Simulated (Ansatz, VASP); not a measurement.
# Cross-check of Zn3SbP between VASP and Ansatz, part 2 of 2

Wanted: the spread between two codes on one cell, functional and k mesh. The cell is invented: As first built, before any earlier steps moved the atoms (in the runner's words): it takes the Ca3SbP structure with some of its atoms replaced by other elements, volume scaled by an estimate. It may not be a known or stable phase. The cell is taken from a series of VASP runs on this material, whose earlier steps may have relaxed, scaled or displaced it; both programs get it as it stands.

VASP 6.6.1 and Ansatz 0.2.0.

So far. Step 2 (VASP: electric field gradients, PBE): The run ends at a pressure of -0.04 GPa.

## 3. Ansatz: electric field gradients, PBE

Level of this step: Ansatz beside VASP: Kohn-Sham DFT, plane waves, PBE (Ansatz).

Ansatz runs on its default PAW (the set named soft_2) files.

The same cell, functional, mesh and smearing now go to Ansatz, which takes its cutoff from its data sets.

input.yaml reads:

```yaml
crystal:
  lattice:
    - [4.7122531492, 0.0, 0.0]
    - [0.0, 4.7122531492, 0.0]
    - [0.0, 0.0, 4.7122531492]
  atoms:
    - { symbol: Sb, position: [0.0, 0.0, 0.0] }
    - { symbol: Zn, position: [0.0, 0.5, 0.5] }
    - { symbol: Zn, position: [0.5, 0.0, 0.5] }
    - { symbol: Zn, position: [0.5, 0.5, 0.0] }
    - { symbol: P, position: [0.5, 0.5, 0.5] }
hamiltonian:
  xc: pbe
  pseudopotentials: { kind: paw }
kpoints:
  mp_grid: { grid: [5, 5, 5] }
scf:
  occupations: { method: fermi_dirac, width: 0.05 }
  n_extra_bands: 5
output:
  forces: true
  stress: true
  eigenvalues: true
  efg: {}
```

The run is started by

```bash
> ansatz run input.yaml --threads 2 --pin off --max-ram 4608MiB --backend cpu --events-out ev --progress --plain --runs-dir out
```

Numbers of over 12 decimals in the logs are rounded to 6 here.

The program printed:

```text
scf.n_extra_bands = 5 over 28 filled bands (N_el = 56.0): the run solves 33 bands
Sb: output.efg is read without spin–orbit coupling, which moves field gradients at and beside such atoms by some per cent and up to a factor of two; PAW files take it under magnetization.noncollinear and magnetization.spin_orbit
Engine: ansatz 0.2.0, x86_64-unknown-linux-gnu
Pseudopotentials: kind: paw
Pseudopotential: Sb, paw, valence charge 15, recommended cutoff 420 eV (normal), Sb.paw.azcp
Pseudopotential: Zn, paw, valence charge 12, recommended cutoff 420 eV (normal), Zn.paw.azcp
Pseudopotential: P, paw, valence charge 5, recommended cutoff 420 eV (normal), P.paw.azcp
Functional definition: PBE
  parameter kappa = 0.804
  parameter beta = 0.066725
  exchange = pbe_x(kappa = kappa, mu = beta*pi^2/3)
  correlation = pbe_c(beta = beta)
Crystal: 5 atoms, lattice volume = 104.637 Å³
Basis set: ecut = 420 eV, 2103 PW (Γ), exchange–correlation on 64×64×64 points (8 copies of the dense FFT grid, shifted against one another)
Bands: 33, of which v1, the nominal top of the filled ones, is band 28 counted from 1 (27 counted from 0)
Symmetry: 48 space group operations
Space group: Pm-3m (ITA 221), of the structure as read, at distance tolerance 4.7e-5 Å
k-points: 10 of 125
Non-local potential: Sb, projectors of the file, l = 0: 2, l = 1: 2, l = 2: 2, l = 3: 2
Non-local potential: Zn, projectors of the file, l = 0: 2, l = 1: 2, l = 2: 3, l = 3: 1
Non-local potential: P, projectors of the file, l = 0: 2, l = 1: 2, l = 2: 2
PAW form: soft (Blöchl's): semilocal exchange-correlation on the pseudo side does not see the compensation charge
PAW one-centre angular grid: Sb, 590 points (default); XC on 64 Gauss nodes
PAW one-centre angular grid: Zn, 590 points (default); XC on 64 Gauss nodes
PAW one-centre angular grid: P, 110 points (default); XC on 64 Gauss nodes
Initial density: superposition of atomic densities (neutral atoms: chi_scale 0, normalization atom), corrected by the library's trained network
Initial wavefunctions: pseudopotential atomic-orbital guess
Functional: x = pbe(κ = 0.804, μ = 0.219515), c = pbe(β = 0.066725)
SCF iter   1: F=—  HF=-17195.855556 eV  |F-HF|=—  |Δ(HF+E_count)|=         —  Δρ=3.15e-3  dr2=2.91e-2  ethr=1.77e-3  ⟨swp⟩=8.6  Hψ=1648  notcnv=0
preconditioner: auto → Kerker (q_TF=auto, 2.458 Å⁻¹)  [metal: Δε(μ)=0.066 eV  Ē_g=8.912 eV  σ=0.050 eV  W_gap=0.29  n_scr=26 (ndim 8)  ℏωp=24.6 eV  f_vac=0.000  D(μ)=5.37/eV (n_scr^D=56)]
SCF iter   2: F=—  HF=-17195.850923 eV  |F-HF|=—  |Δ(HF+E_count)|=   4.63e-3  Δρ=1.75e-3  dr2=5.62e-3  ethr=5.19e-5  ⟨swp⟩=2.0  Hψ=474  notcnv=0
SCF iter   3: F=—  HF=-17195.850441 eV  |F-HF|=—  |Δ(HF+E_count)|=   4.82e-4  Δρ=7.22e-4  dr2=8.41e-4  ethr=1.00e-5  ⟨swp⟩=2.9  Hψ=569  notcnv=0
SCF iter   4: F=—  HF=-17195.850410 eV  |F-HF|=—  |Δ(HF+E_count)|=   3.09e-5  Δρ=5.27e-4  dr2=2.39e-4  ethr=1.50e-6  ⟨swp⟩=2.0  Hψ=539  notcnv=0  defer=1
SCF iter   5: F=—  HF=-17195.850365 eV  |F-HF|=—  |Δ(HF+E_count)|=   4.52e-5  Δρ=1.71e-4  dr2=4.89e-5  ethr=4.27e-7  ⟨swp⟩=2.0  Hψ=513  notcnv=0  defer=1
SCF iter   6: F=—  HF=-17195.850322 eV  |F-HF|=—  |Δ(HF+E_count)|=   4.27e-5  Δρ=6.28e-5  dr2=3.88e-6  ethr=8.73e-8  ⟨swp⟩=2.0  Hψ=556  notcnv=0  defer=1
SCF iter   7: F=—  HF=-17195.850323 eV  |F-HF|=—  |Δ(HF+E_count)|=   6.39e-7  Δρ=1.50e-5  dr2=2.61e-7  ethr=6.92e-9  ⟨swp⟩=2.0  Hψ=612  notcnv=0  defer=1
SCF iter   8: F=-17195.850323 eV  HF=-17195.850323 eV  |F-HF|=6.41e-9  |Δ(HF+E_count)|=   3.26e-8  Δρ=4.58e-6  dr2=1.48e-8  ethr=1.79e-10  ⟨swp⟩=6.4  Hψ=1417  notcnv=0
SCF 1 converged in 8 iterations: F = -17195.850323 eV  dr2 = 1.48e-8
  greatest PAW one-centre occupation: 0.995 electrons in one spin orbital (limit 2), on the Sb atom at site 0 (counted from 0), in its partial waves of l = 2
SCF converged after 8 iterations
Free energy (F): -17195.850323 eV
Harris-Foulkes:  -17195.850323 eV  (|F-HF|=6.41e-9)
Internal energy: -17195.806128 eV  (E = F + TS)
E sigma→0 (E₀):  -17195.828225 eV
Entropy (-TS):   -0.044195 eV (-8.839 meV/atom)
Fermi energy:    8.352303 eV
--- Per-component energies (eV) ---
  E_band       = -105.435411
  E_kinetic    = 667.942864
  E_local      = -6871.058373  (includes V_loc(G=0)·N_el)
  E_nonlocal   = 2235.506970
  E_hartree    = 2930.581300
  E_xc         = -609.473134
  E_vxc        = -309.993744  (∫ρ·V_xc dr)
  E_paw        = -10625.995512  (= ΣΔE_a)
  E_vpaw       = -1688.998566  (= ΣTr[D̂ρ^β])
  E_aug_tail   = -0.001079  (compensation charges beyond the density's cutoff)
  E_ewald      = -4923.309164
  E_smearing   = -0.044195  (= −TS)
  E_closure    = 0.000000  (closes the sum)
  Σ components = -17195.850323   (vs F -17195.850323, Δ=0.00e0)
--- Forces (eV/Å), atoms counted from 1 ---
  atom   1  Sb     0.00000000     0.00000000    -0.00000000
  atom   2  Zn     0.00000000     0.00000000     0.00000000
  atom   3  Zn     0.00000000    -0.00000000     0.00000000
  atom   4  Zn     0.00000000     0.00000000     0.00000000
  atom   5  P      0.00000000    -0.00000000    -0.00000000
  max |Σ_I F_I| component: 9.79e-29 eV/Å
--- Stress (GPa, compression-positive) ---
        0.095719      -0.000000      -0.000000
       -0.000000       0.095719       0.000000
       -0.000000       0.000000       0.095719
  P = ⅓ Tr σ = 0.0957 GPa (0.957 kbar)
--- PAW observables at the nuclei: V_zz in 10²¹ V/m², potentials from the cell's mean, atoms counted from 1 ---
  atom   1  Sb V_zz =    -0.000000   η = 0.0000   by run symmetry: forbidden
            electrostatic potential = -8408.567709 V   contact ρ = none
  atom   2  Zn V_zz =    -7.294027   η = 0.0000   by run symmetry: allowed
            electrostatic potential = -3943.392777 V   contact ρ = none
  atom   3  Zn V_zz =    -7.294027   η = 0.0000   by run symmetry: allowed
            electrostatic potential = -3943.392777 V   contact ρ = none
  atom   4  Zn V_zz =    -7.294027   η = 0.0000   by run symmetry: allowed
            electrostatic potential = -3943.392777 V   contact ρ = none
  atom   5  P  V_zz =    +0.000000   η = 0.0000   by run symmetry: forbidden
            electrostatic potential = -1495.711395 V   contact ρ = none
--- Band table (eV; the first three rows and the last of 10) ---
  k-point 0: bands = [... 24 lower, 4.1057, 6.9825, 6.9825, 8.4455, 8.4455, 8.4455, 9.1359, 13.6522, ... 1 higher]
  k-point 1: bands = [... 24 lower, 4.3370, 6.7789, 7.1192, 8.2733, 8.2733, 8.6238, 10.8094, 12.2252, ... 1 higher]
  k-point 2: bands = [... 24 lower, 4.7724, 5.6888, 7.4004, 7.8373, 7.8373, 10.9520, 11.3039, 12.4401, ... 1 higher]
  k-point 9: bands = [... 24 lower, 3.6389, 5.7579, 5.7579, 6.4735, 11.6534, 11.8580, 11.8580, 13.8389, ... 1 higher]
```

It took 1.5 s on 2 threads of Intel Xeon Platinum 8559C (Emerald Rapids), shared host; peak memory 0.51 GiB.

In the SCF lines HF is the Harris–Foulkes energy and dr2 the Hartree energy of the density residual, in eV; the loop may stop once dr2 is under the threshold and the program's other checks hold. Hψ counts applications of the Hamiltonian.

The run ends at a pressure of 0.10 GPa.

## 4. Comparison

Known differences besides the potentials themselves: Ansatz adds the response of the frozen cores to the gradients, VASP leaves it out; the data sets hold 56 valence electrons in Ansatz (default PAW (the set named soft_2) files) and 46 in VASP; the cutoff is 420 eV in Ansatz and 400 eV in VASP. Total energies have different zeros and are not compared.

Compared:

```tsv
quantity	Ansatz	VASP	difference
pressure (GPa)	0.10	-0.04	+0.14
pressure without Ansatz's Pulay correction (GPa)	0.03	-0.04	+0.08
Vzz at Zn2 (V/Å²)	-72.9	-81.1	+8.2
Vzz at Zn3 (V/Å²)	-72.9	-81.1	+8.2
Vzz at Zn4 (V/Å²)	-72.9	-81.1	+8.2
```

Ansatz's pressure holds a Pulay correction of 0.06 GPa; VASP's holds none.

## 5. What the set-up changes

Further runs change the set-up of one program: Ansatz's method, potentials or start, or VASP's data sets, cutoff or form of LDA. The table gives Ansatz less VASP for each quantity, since a change that brings one quantity closer may part another.

```tsv
run	pressure (GPa)	Vzz at Zn2 (V/Å²)	Vzz at Zn3 (V/Å²)	Vzz at Zn4 (V/Å²)	pressure without Ansatz's Pulay correction (GPa)
as above	0.14	8.2	8.2	8.2	0.075
cores kept as stored	0.14	3.5	3.5	3.5	0.075
Ansatz's larger PAW set (cutoff 800 eV)	0.14	5.4	5.4	5.4
```

## 6. What came out

| Property | Result |
| --- | --- |
| difference in Vzz at Zn2 (electric field gradients, PBE) | 8.2 V/Å² |

**Reading.** The difference in Vzz at Zn2 is 8.2 V/Å² (electric field gradients, PBE). Electric field gradients, PBE, cores kept as stored: the difference in Vzz at Zn2 goes from 8.2 to 3.5 V/Å²; the difference in Vzz at Zn3 goes from 8.2 to 3.5 V/Å²; the difference in Vzz at Zn4 goes from 8.2 to 3.5 V/Å². Electric field gradients, PBE, Ansatz's larger PAW set (cutoff 800 eV): the difference in Vzz at Zn2 goes from 8.2 to 5.4 V/Å²; the difference in Vzz at Zn3 goes from 8.2 to 5.4 V/Å²; the difference in Vzz at Zn4 goes from 8.2 to 5.4 V/Å². 1 further run of this series is not shown here. How closely two codes agree says nothing of how well the functional describes the real material.

[Lines on the potential files, build, host, timing and source positions are cut from VASP's logs without a mark.]

[Logs are printed without paths, hosts, clocks, repeated set-up lines and the standing remarks that a program may print on its own settings, such as how far it seeks lower states.]

[Hosts, paths, dates, database ids (printed as entryN), source tags and the programs' standing remarks are cut or masked in the printed files.]
